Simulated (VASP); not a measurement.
Input:

```
Pt
1.0
    0.00000     1.95745     1.95745
    1.95745     0.00000     1.95745
    1.95745     1.95745     0.00000
Pt
1
Direct
  0.00000   0.00000   0.00000
```

Level of theory: revTPSS meta-GGA, VASP's PBE PAW potentials (set 64) (plane waves; VASP). Numerical set-up: 520 eV cut-off, 18×18×18 Γ-centred mesh, tetrahedra with Blöchl corrections, potentials Pt.

Q: Give the energies of bands 1 to 6 at the high-symmetry points, in eV from the Fermi level.

A: 
```json
[
 {"band": "1", "Γ": "-10.23", "X": "-7.20", "U": "-6.35", "L": "-7.36", "W": "-5.78"},
 {"band": "2", "Γ": "-3.80", "X": "-6.68", "U": "-5.54", "L": "-3.90", "W": "-4.58"},
 {"band": "3", "Γ": "-3.80", "X": "0.00", "U": "-2.87", "L": "-3.90", "W": "-4.58"},
 {"band": "4", "Γ": "-3.80", "X": "0.53", "U": "-1.35", "L": "-0.52", "W": "-2.03"},
 {"band": "5", "Γ": "-1.66", "X": "0.53", "U": "-0.14", "L": "0.06", "W": "0.54"},
 {"band": "6", "Γ": "-1.66", "X": "1.81", "U": "5.91", "L": "0.06", "W": "7.35"}
]
```

It has no gap at this level: it comes out as a metal or semimetal.

The compound is Pt in the fcc structure. It was relaxed first.
